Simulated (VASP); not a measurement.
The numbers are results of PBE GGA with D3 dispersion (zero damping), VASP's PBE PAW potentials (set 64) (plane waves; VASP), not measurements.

VASP input:

File KPOINTS:
```
Automatic mesh
0
Gamma
 18 18 18
0 0 0
```

File POSCAR:
```
Ni
1
    0.0000000000     1.7715562991     1.7715562991
    1.7715562991     0.0000000000     1.7715562991
    1.7715562991     1.7715562991     0.0000000000
Ni
1
Direct
  0.0000000000   0.0000000000   0.0000000000
```

### INCAR
```
ALGO = Normal
EDIFF = 1E-7
ENCUT = 520
GGA = PE
ISIF = 2
ISMEAR = 1
ISPIN = 2
IVDW = 11
LASPH = .True.
LCHARG = .False.
LMAXMIX = 4
LORBIT = 10
LREAL = .False.
LWAVE = .False.
MAGMOM = 0.6
NELM = 100
PREC = Accurate
SIGMA = 0.1
SYSTEM = Ni
```

POTCAR, in this order: Ni (PBE.64 set). Program: vasp_std.

Estimate the energy per atom (σ→0), cell moment, dispersion energy, pressure, band gap (on the k-mesh).

The energy per atom (σ→0) comes out as -5.852 eV/atom, the cell moment is 0.62 μB and the dispersion energy is -0.384 eV. The band gap (on the k-mesh) is none (metal, semimetal or under 0.01 eV) and the pressure is -10.63 GPa.

OSZICAR:
```
...
DAV:   8    -0.547147977873E+01    0.14663E-01   -0.21011E-02  9881   0.169E+00    0.921E-01
DAV:   9    -0.546913819052E+01    0.23416E-02   -0.18664E-03 10394   0.440E-01    0.247E-01
DAV:  10    -0.546860103783E+01    0.53715E-03   -0.79005E-04  8800   0.240E-01    0.400E-02
DAV:  11    -0.546860750965E+01   -0.64718E-05   -0.17179E-05  9121   0.494E-02    0.344E-02
DAV:  12    -0.546860826058E+01   -0.75093E-06   -0.88077E-07  8829   0.119E-02    0.903E-03
DAV:  13    -0.546860855448E+01   -0.29390E-06   -0.40567E-07  6251   0.658E-03    0.212E-03
DAV:  14    -0.546860852920E+01    0.25285E-07   -0.13160E-08  3674   0.142E-03
   1 F= -.58521148E+01 E0= -.58522543E+01  d E =0.418480E-03  mag=     0.6185
```

The compound is Ni in the fcc structure. This cell is one point of a volume scan, at 1.06 of the reference volume.
